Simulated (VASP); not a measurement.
All values below come from PBE GGA + U (Dudarev), VASP's PBE PAW potentials (set 64) (plane waves; VASP).

Input for VASP

INCAR:
```
SYSTEM  =  TiB2
PREC  =  Accurate; ENCUT  =  520; LREAL  =  .FALSE.
LASPH  =  .TRUE.
EDIFF  =  1E-6; NELM  =  100; ALGO  =  Normal
LMAXMIX  =  4
ISMEAR  =  1; SIGMA  =  0.1
GGA  =  PE
LDAUL  =  2 -1
LDAUU  =  8.0 0
LDAUJ  =  0 0
LDAU  =  .TRUE.; LDAUTYPE  =  2; LDAUPRINT  =  1
ISIF  =  2
LWAVE  =  .FALSE.; LCHARG  =  .FALSE.; LORBIT  =  10
```

**KPOINTS**
```
Regular mesh
0
G
 10 10 9
0 0 0
```

File POSCAR:
```
TiB2
3.0179440
  0.5061909697  -0.8624215691   0.0000000000
  0.5061909697   0.8624215691   0.0000000000
  0.0000000000   0.0000000000   1.0533532100
Ti B
1 2
Cartesian
  0.0000000000   0.0000000000   0.0000000000
  0.5061909697   0.2874744313   0.5266766050
  0.5252824684  -0.2874744313   0.5266766050
```

POTCAR, in this order: Ti_sv B (PBE.64 set). Program: vasp_std.

Output

File OUTCAR:
```
 ion  position               nearest neighbor table
   1  0.000  0.000  0.000-   3 2.33   3 2.33   2 2.35   2 2.35   3 2.35   3 2.35   2 2.37   2 2.37
                             2 2.37   2 2.37   3 2.41   3 2.41
   2  0.333  0.667  0.500-   3 1.71   3 1.74   3 1.81   1 2.35   1 2.35   1 2.37   1 2.37   1 2.37
                             1 2.37
   3  0.686  0.352  0.500-   2 1.71   2 1.74   2 1.81   1 2.33   1 2.33   1 2.35   1 2.35   1 2.41
                             1 2.41
  LATTYP: Found a base centered orthorhombic cell.
 ALAT       =     3.0553120000
 B/A-ratio  =     1.7037474405
 C/A-ratio  =     1.0404701713
 Subroutine PRICEL returns:
 Original cell was already a primitive cell.
 Subroutine GETGRP returns: Found  2 space group operations
The static configuration has the point symmetry C_1h.
The dynamic configuration has the point symmetry C_1h.
 Subroutine INISYM returns: Found  2 space group operations
 Subroutine IBZKPT returns following result:
 Found    260 irreducible k-points:

 Following reciprocal coordinates:
            Coordinates               Weight
  0.000000  0.000000  0.000000      1.000000
  0.100000  0.000000  0.000000      2.000000
  0.000000  0.100000  0.000000      2.000000
  0.200000  0.000000  0.000000      2.000000
  0.000000  0.200000  0.000000      2.000000
  0.300000  0.000000  0.000000      2.000000
  0.000000  0.300000  0.000000      2.000000
  0.400000 -0.000000  0.000000      2.000000
 -0.000000  0.400000  0.000000      2.000000
  0.500000  0.000000  0.000000      1.000000
  0.000000  0.500000  0.000000      1.000000
  0.100000  0.100000  0.000000      2.000000
  0.200000  0.100000  0.000000      2.000000
  0.100000  0.200000  0.000000      2.000000
  0.300000  0.100000  0.000000      2.000000
  0.100000  0.300000  0.000000      2.000000
  0.400000  0.100000  0.000000      2.000000
  0.100000  0.400000  0.000000      2.000000
...
```

**OSZICAR**
```
       N       E                     dE             d eps       ncg     rms          rms(c)
DAV:   1     0.133614163520E+03    0.13361E+03   -0.93558E+03  6760   0.159E+03
DAV:   2    -0.149233618199E+02   -0.14854E+03   -0.14468E+03  6870   0.399E+02
DAV:   3    -0.248797289980E+02   -0.99564E+01   -0.97816E+01 10082   0.964E+01
DAV:   4    -0.252135572637E+02   -0.33383E+00   -0.33199E+00  8969   0.164E+01
DAV:   5    -0.252231046469E+02   -0.95474E-02   -0.95461E-02 10233   0.240E+00    0.168E+01
DAV:   6    -0.180269975899E+02    0.71961E+01   -0.28183E+01  8986   0.659E+01    0.384E+00
DAV:   7    -0.181061264606E+02   -0.79129E-01   -0.15439E+00  8025   0.106E+01    0.258E+00
DAV:   8    -0.181239701484E+02   -0.17844E-01   -0.19051E-01  9064   0.612E+00    0.669E-01
DAV:   9    -0.181248857792E+02   -0.91563E-03   -0.27296E-02  9645   0.193E+00    0.221E-01
DAV:  10    -0.181242804061E+02    0.60537E-03   -0.52936E-03  9128   0.771E-01    0.118E-01
DAV:  11    -0.181242329478E+02    0.47458E-04   -0.13905E-03  8727   0.504E-01    0.537E-02
DAV:  12    -0.181242517790E+02   -0.18831E-04   -0.73055E-05  7600   0.912E-02    0.193E-02
DAV:  13    -0.181242606672E+02   -0.88882E-05   -0.73164E-05  9554   0.926E-02    0.128E-02
DAV:  14    -0.181242627395E+02   -0.20723E-05   -0.12726E-05  8450   0.349E-02    0.229E-03
DAV:  15    -0.181242630258E+02   -0.28624E-06   -0.10884E-06  5005   0.827E-03
   1 F= -.18124263E+02 E0= -.18124223E+02  d E =-.120887E-03
```

### OUTCAR
```
------------------------ aborting loop because EDIFF is reached ----------------------------------------
  FORCE on cell =-STRESS in cart. coord.  units (eV):
  Direction    XX          YY          ZZ          XY          YZ          ZX
  --------------------------------------------------------------------------------------
  Total        2.0030198      3.4452147      4.8271496     -0.0518290      0.0000000      0.0000000
  in kB      126.9475348    218.3510676    305.9354405     -3.2848237      0.0000000      0.0000000
  external PRESSURE =     217.0780143 kB  Pullay stress =       0.0000000 kB
  volume of cell :       25.28
      direct lattice vectors                 reciprocal lattice vectors
     1.527656000 -2.602740000  0.000000000     0.327298816 -0.192105243  0.000000000
     1.527656000  2.602740000  0.000000000     0.327298816  0.192105243  0.000000000
     0.000000000  0.000000000  3.178961000     0.000000000  0.000000000  0.314568188
 POSITION                                       TOTAL-FORCE (eV/Angst)
 -----------------------------------------------------------------------------------
      0.00000      0.00000      0.00000         0.476056      0.014907      0.000000
      1.52766      0.86758      1.58948         0.583928     -0.033443      0.000000
      1.58527     -0.86758      1.58948        -1.059984      0.018536      0.000000
 -----------------------------------------------------------------------------------
    total drift:                               -0.000025     -0.000008      0.000000
  FREE ENERGIE OF THE ION-ELECTRON SYSTEM (eV)
  ---------------------------------------------------
  free  energy   TOTEN  =       -18.1242630258 eV

  energy  without entropy=      -18.1241421383  energy(sigma->0) =      -18.12422273

 total charge

# of ion       s       p       d       tot
------------------------------------------
    1        2.199   6.253   1.776  10.227
    2        0.691   1.376   0.000   2.067
    3        0.691   1.377   0.000   2.068
--------------------------------------------------
tot          3.581   9.006   1.776  14.362
```
(Selected blocks of OUTCAR.)

The compound is TiB2 in the AlB2 type structure. The cell was not relaxed at this level, atoms are displaced from their ideal sites. The run is one of a series of settings (LDAU = .TRUE., LDAUJ = 0 0, LDAUL = 2 -1, LDAUTYPE = 2, LDAUU = 8.0 0 against the base run), some of them coarse on purpose.
